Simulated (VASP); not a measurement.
Calculation: PBEsol GGA, VASP's PBE PAW potentials (set 64) (plane waves; VASP).

VASP input:

### INCAR
```
SYSTEM = ZnSe
PREC = Accurate
ENCUT = 400
EDIFF = 1E-6
NELM = 100
ALGO = Normal
LREAL = .FALSE.
LASPH = .TRUE.
ISMEAR = 0
SIGMA = 0.05
GGA = PS
LMAXMIX = 4
LWAVE = .FALSE.
LCHARG = .FALSE.
IBRION = 2
ISIF = 3
NSW = 60
EDIFFG = -0.01
```

File POSCAR:
```
ZnSe
1
    0.0000000000     2.8865000000     2.8865000000
    2.8865000000     0.0000000000     2.8865000000
    2.8865000000     2.8865000000     0.0000000000
Zn Se
1 1
Direct
  0.2500000000   0.2500000000   0.2500000000
  0.0000000000   0.0000000000   0.0000000000
```

**KPOINTS**
```
K-points
0
Gamma
  7 7 7
```

POTCAR, in this order: Zn Se (PBE.64 set). Program: vasp_std.

Output of the run:

OUTCAR:
```
 ion  position               nearest neighbor table
   1  0.250  0.250  0.250-   2 2.50   2 2.50   2 2.50   2 2.50
   2  0.000  0.000  0.000-   1 2.50   1 2.50   1 2.50   1 2.50
  LATTYP: Found a face centered cubic cell.
 ALAT       =     5.7730000000
 Subroutine PRICEL returns:
 Original cell was already a primitive cell.
 Subroutine GETGRP returns: Found 24 space group operations
The static configuration has the point symmetry T_d .
The dynamic configuration has the point symmetry T_d .
 Subroutine INISYM returns: Found 24 space group operations
 Subroutine IBZKPT returns following result:
 Found     20 irreducible k-points:

 Following reciprocal coordinates:
            Coordinates               Weight
  0.000000  0.000000  0.000000      1.000000
  0.142857  0.000000  0.000000      8.000000
  0.285714  0.000000  0.000000      8.000000
  0.428571  0.000000  0.000000      8.000000
  0.142857  0.142857  0.000000      6.000000
  0.285714  0.142857  0.000000     24.000000
  0.428571  0.142857  0.000000     24.000000
 -0.428571  0.142857  0.000000     24.000000
 -0.285714  0.142857  0.000000     24.000000
...
```

**OSZICAR**
```
       N       E                     dE             d eps       ncg     rms          rms(c)
DAV:   1     0.712884848759E+02    0.71288E+02   -0.75263E+03   520   0.129E+03
DAV:   2    -0.249492923363E+01   -0.73783E+02   -0.70347E+02   580   0.246E+02
DAV:   3    -0.699501063153E+01   -0.45001E+01   -0.44834E+01   635   0.599E+01
DAV:   4    -0.703345724473E+01   -0.38447E-01   -0.38438E-01   560   0.629E+00
DAV:   5    -0.703366398524E+01   -0.20674E-03   -0.20674E-03   625   0.413E-01    0.440E+00
DAV:   6    -0.674792056654E+01    0.28574E+00   -0.81349E-01   720   0.317E+01    0.342E+00
DAV:   7    -0.673100372635E+01    0.16917E-01   -0.18511E-01   555   0.454E+00    0.148E+00
DAV:   8    -0.672884264296E+01    0.21611E-02   -0.37122E-03   625   0.673E-01    0.421E-01
DAV:   9    -0.672866062240E+01    0.18202E-03   -0.82157E-04   593   0.344E-01    0.653E-02
DAV:  10    -0.672870980572E+01   -0.49183E-04   -0.15287E-04   580   0.160E-01    0.161E-02
DAV:  11    -0.672871376637E+01   -0.39606E-05   -0.21450E-05   629   0.731E-02    0.377E-03
DAV:  12    -0.672871429438E+01   -0.52801E-06   -0.47575E-06   595   0.157E-02
   1 F= -.67287143E+01 E0= -.67287143E+01  d E =-.672871E+01
       N       E                     dE             d eps       ncg     rms          rms(c)
DAV:   1    -0.847687652245E+01   -0.17482E+01   -0.20192E+01   620   0.878E+01    0.964E+00
DAV:   2    -0.700841165639E+01    0.14685E+01   -0.82080E+00   580   0.972E+01    0.325E+00
DAV:   3    -0.682109634718E+01    0.18732E+00   -0.53777E-01   615   0.172E+01    0.159E+00
DAV:   4    -0.677773735201E+01    0.43359E-01   -0.97257E-02   580   0.280E+00    0.714E-01
DAV:   5    -0.677189589360E+01    0.58415E-02   -0.83620E-03   772   0.266E+00    0.255E-01
DAV:   6    -0.677123556843E+01    0.66033E-03   -0.27315E-03   616   0.642E-01    0.470E-02
DAV:   7    -0.677124920863E+01   -0.13640E-04   -0.40888E-04   638   0.425E-01    0.315E-02
DAV:   8    -0.677124231857E+01    0.68901E-05   -0.59458E-05   620   0.235E-01    0.461E-03
DAV:   9    -0.677124236876E+01   -0.50187E-07   -0.56376E-06   525   0.513E-02
   2 F= -.67712424E+01 E0= -.67712424E+01  d E =-.425281E-01
       N       E                     dE             d eps       ncg     rms          rms(c)
DAV:   1    -0.683525364560E+01   -0.64011E-01   -0.80794E-01   615   0.202E+01    0.174E+00
DAV:   2    -0.678267245216E+01    0.52581E-01   -0.18238E-01   615   0.116E+01    0.648E-01
DAV:   3    -0.677616469277E+01    0.65078E-02   -0.66285E-03   545   0.672E-01    0.312E-01
DAV:   4    -0.677457050829E+01    0.15942E-02   -0.91981E-04   578   0.328E-01    0.112E-01
DAV:   5    -0.677438886777E+01    0.18164E-03   -0.22009E-04   767   0.297E-01    0.123E-02
DAV:   6    -0.677439210185E+01   -0.32341E-05   -0.71401E-05   550   0.143E-01    0.109E-02
DAV:   7    -0.677439369012E+01   -0.15883E-05   -0.83286E-06   565   0.650E-02    0.548E-03
DAV:   8    -0.677439325692E+01    0.43320E-06   -0.20393E-06   260   0.327E-02
   3 F= -.67743933E+01 E0= -.67743933E+01  d E =-.456790E-01
```

**OUTCAR**
```
------------------------ aborting loop because EDIFF is reached ----------------------------------------
  FORCE on cell =-STRESS in cart. coord.  units (eV):
  Direction    XX          YY          ZZ          XY          YZ          ZX
  --------------------------------------------------------------------------------------
  Total        0.0056807      0.0056807      0.0056807      0.0000000      0.0000000      0.0000000
  in kB        0.2034340      0.2034340      0.2034340      0.0000000      0.0000000      0.0000000
  external PRESSURE =       0.2034340 kB  Pullay stress =       0.0000000 kB
  volume of cell :       44.74
      direct lattice vectors                 reciprocal lattice vectors
    -0.000000000  2.817641059  2.817641059    -0.177453405  0.177453405  0.177453405
     2.817641059 -0.000000000  2.817641059     0.177453405 -0.177453405  0.177453405
     2.817641059  2.817641059  0.000000000     0.177453405  0.177453405 -0.177453405
  FREE ENERGIE OF THE ION-ELECTRON SYSTEM (eV)
  ---------------------------------------------------
  free  energy   TOTEN  =        -6.7743932569 eV

  energy  without entropy=       -6.7743932569  energy(sigma->0) =       -6.77439326

 reached required accuracy - stopping structural energy minimisation
```
(Selected blocks of OUTCAR.)

**CONTCAR**
```
ZnSe
   1.00000000000000
    -0.0000000000000000    2.8176410592732881    2.8176410592732881
     2.8176410592732881   -0.0000000000000000    2.8176410592732881
     2.8176410592732881    2.8176410592732881    0.0000000000000000
  Zn              Se
     1     1
Direct
     0.2500000000000000    0.2500000000000000    0.2500000000000000
     0.0000000000000000    0.0000000000000000    0.0000000000000000
```

Energy and stress use the plane-wave basis of the starting cell.

The structure comes from a measured ZnSe entry (F-43m) of the Crystallography Open Database, whose conditions weren't checked. This run relaxes it. Symmetry was kept, so distortions that lower it aren't found.
